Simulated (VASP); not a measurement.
Given:

```
FePt
1.0
    2.72000     0.00000     0.00000
    0.00000     2.72000     0.00000
    0.00000     0.00000     3.71000
Fe Pt
1 1
Direct
  0.00000   0.00000   0.00000
  0.50000   0.50000   0.50000
```
Starting moments (μB, in the order of the record's atoms Fe Pt): 3.0 0.0.

All values below come from PBEsol GGA, VASP's PBE PAW potentials (set 64) (plane waves; VASP). Numerical set-up: 300 eV cut-off, 8×8×6 Γ-centred mesh, Fermi-Dirac smearing of 0.10 eV, potentials Fe Pt.

At this cut-off the stress carries a Pulay error, which pulls relaxed volumes low. Energy and stress use the plane-wave basis of the starting cell.

Q: The ions, cell shape and volume are relaxed. Predict the relaxed structure.

A: 
```
FePt
1.0
    2.69081     0.00000     0.00000
    0.00000     2.69081     0.00000
    0.00000     0.00000     3.70025
Fe Pt
1 1
Direct
  0.00000   0.00000   0.00000
  0.50000   0.50000   0.50000
```
Space group P4/mmm (123), at a tolerance of 0.03 Å. The cell ends with 3.27 μB, on the sites 2.88 0.35 μB.

Q: How do energy and volume change from the first to the last step?

A: The energy (σ→0) changes by -5.9 meV/atom and the volume by -2.4 %, in 6 ionic steps.

```
step  E(σ→0) (eV)  max force (eV/Å)  pressure (GPa)  volume (Å³)
----  -----------  ----------------  --------------  -----------
1        -16.3111             0.000           -5.35        27.45
2        -16.2845             0.000           11.14        25.67
3        -16.3225             0.000           -0.01        26.80
4        -16.3225             0.000            0.16        26.78
5        -16.3229             0.000            0.07        26.79
6        -16.3229             0.000            0.06        26.79
```

The structure is a typed FePt crystal (P4/mmm). This run relaxes it. Symmetry was kept, so distortions that lower it aren't found. The run is one of a series of settings (EDIFFG = -0.01, IBRION = 2, ISIF = 3, NSW = 50 against the base run), some of them coarse on purpose.
